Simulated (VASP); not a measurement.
CdS (Greenockite):

```
CELL_PARAMETERS angstrom
4.19656 0.00000 0.00000
-2.09828 3.63433 0.00000
0.00000 0.00000 6.82884
ATOMIC_POSITIONS crystal
Cd 0.33333 0.66667 0.99921
Cd 0.66667 0.33333 0.49921
S 0.33333 0.66667 0.37579
S 0.66667 0.33333 0.87579
```

- Program: VASP 6.6.1
- Task: relaxation of cell and atoms
- Functional: PBE
- Dispersion: D3(BJ)
- Potentials or basis: VASP PAW PBE potentials, release 64 (Cd, S)
- Cutoff: 600 eV
- k mesh: 9 × 9 × 4
- Occupations: gaussian, width 0.02 eV
- Spin: no spin polarisation

At the start: pressure -1.8 GPa; volume 26.04 Å³/atom.

**Question.** How do energy, volume and symmetry change on relaxing?

**Answer.** Over 3 steps the energy falls by 4.7 meV/atom and the volume is 25.21 Å³/atom (-3.2 %); space group P6_3mc (No. 186, to 0.05 Å).

The path:
| step | energy change (eV) | largest force (eV/Å) | pressure (GPa) | volume (Å³) |
| --- | --- | --- | --- | --- |
| 1 | 0.0000 | 0.0020 | -1.76 | 104.15 |
| 2 | -0.0170 | 0.0055 | 0.57 | 99.91 |
| 3 | -0.0187 | 0.0046 | 0.01 | 100.85 |

Final structure:
```cif
data_structure
_symmetry_space_group_name_H-M 'P 1'
_symmetry_Int_Tables_number 1
_cell_length_a 4.1516
_cell_length_b 4.1516
_cell_length_c 6.7564
_cell_angle_alpha 90.000
_cell_angle_beta 90.000
_cell_angle_gamma 120.000
_cell_volume 100.85
loop_
_atom_site_label
_atom_site_type_symbol
_atom_site_fract_x
_atom_site_fract_y
_atom_site_fract_z
_atom_site_occupancy
Cd1 Cd 0.33333 0.66667 0.99922 1
Cd2 Cd 0.66667 0.33333 0.49922 1
S1 S 0.33333 0.66667 0.37578 1
S2 S 0.66667 0.33333 0.87578 1
```
